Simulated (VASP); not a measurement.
```
In
1.0
   -1.43345     1.43345     2.12294
    1.43345    -1.43345     2.12294
    1.43345     1.43345    -2.12294
In
1
Cartesian
  0.00000   0.00000   0.00000
```

These are PBEsol GGA, VASP's PBE PAW potentials (set 64) (plane waves; VASP) values and carry that method's errors. Run with 500 eV cut-off, 18×18×18 Γ-centred mesh, first-order Methfessel-Paxton smearing of 0.10 eV, potentials In_d.

Problem. The ions, cell shape and volume at an external pressure of 45.0 GPa are relaxed. Which structure does the run end with?

Solution. 
```
In
1.0
   -1.42922     1.42922     2.13789
    1.42922    -1.42922     2.13789
    1.42922     1.42922    -2.13789
In
1
Direct
  0.00000   0.00000   0.00000
```
Space group I4/mmm (139), at a tolerance of 0.03 Å.

Problem. How do energy and volume change from the first to the last step?

Solution. The energy (σ→0) changes by -5.9 meV/atom and the volume by +0.1 %, in 6 ionic steps.

| step | E(σ→0) (eV) | max force (eV/Å) | pressure (GPa) | volume (Å³) |
|---|---|---|---|---|
| 1 | -2.2029 | 0.000 | 45.15 | 17.45 |
| 2 | -2.2145 | 0.000 | 44.71 | 17.49 |
| 3 | -2.2167 | 0.000 | 44.64 | 17.50 |
| 4 | -2.2018 | 0.000 | 45.36 | 17.44 |
| 5 | -2.2067 | 0.000 | 45.12 | 17.46 |
| 6 | -2.2088 | 0.000 | 45.04 | 17.47 |

The compound is In in the bct structure. This run relaxes it under an external pressure of 45 GPa. Symmetry was kept, so distortions that lower it aren't found.
